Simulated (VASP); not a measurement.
Input for VASP

POSCAR:
```
KI
1
    0.0000000000     3.5940898704     3.5940898704
    3.5940898704    -0.0000000000     3.5940898704
    3.5940898704     3.5940898704    -0.0000000000
K I
1 1
Direct
  0.0000000000   0.0000000000   0.0000000000
  0.5000000000   0.5000000000   0.5000000000
```

File KPOINTS:
```
Automatic mesh
0
Gamma
6 6 6
0 0 0
```

### INCAR
```
SYSTEM=KI
PREC=Accurate; ENCUT=480; LREAL=F
LASPH=T
EDIFF=1E-6; NELM=100; ALGO=Normal
LMAXMIX=4
ISMEAR=0; SIGMA=0.05
GGA=PE
IBRION=2; NSW=60; ISIF=3
EDIFFG=-0.01
LWAVE=F; LCHARG=F
```

POTCAR, in this order: K_sv I (PBE.64 set). Program: vasp_std.

Translate this PBE calculation to Quantum ESPRESSO's pw.x.

One equivalent input (not run):
```
&CONTROL
  calculation = 'vc-relax'
  pseudo_dir = './pseudo'
  outdir = './out'
  tprnfor = .true.
  tstress = .true.
  nstep = 60
  forc_conv_thr = 0.00039
/
&SYSTEM
  ibrav = 0
  nat = 2
  ntyp = 2
  ecutwfc = 74
  occupations = 'smearing'
  smearing = 'gaussian'
  degauss = 0.003675
  input_dft = 'pbe'
/
&ELECTRONS
  conv_thr = 7.3e-08
  electron_maxstep = 100
/
&IONS
/
&CELL
/
ATOMIC_SPECIES
  K 39.098 K.upf
  I 126.904 I.upf
CELL_PARAMETERS angstrom
     0.0000000    3.5940899    3.5940899
     3.5940899   -0.0000000    3.5940899
     3.5940899    3.5940899   -0.0000000
ATOMIC_POSITIONS crystal
  K    0.0000000  0.0000000  0.0000000
  I    0.5000000  0.5000000  0.5000000
K_POINTS automatic
  6 6 6 0 0 0
```
Limits of the translation: the potentials are each code's own (VASP's PAW set, PseudoDojo norm-conserving files in pw.x), so ENCUT and ecutwfc are chosen apart and not converted; conv_thr bounds pw.x's estimated SCF error, while EDIFF bounds the energy change between steps; forc_conv_thr acts on force components and is met together with etot_conv_thr.

The compound is KI in the rock salt structure. It was relaxed first, which changed the volume by +5 %. The start is the result of an earlier pass.
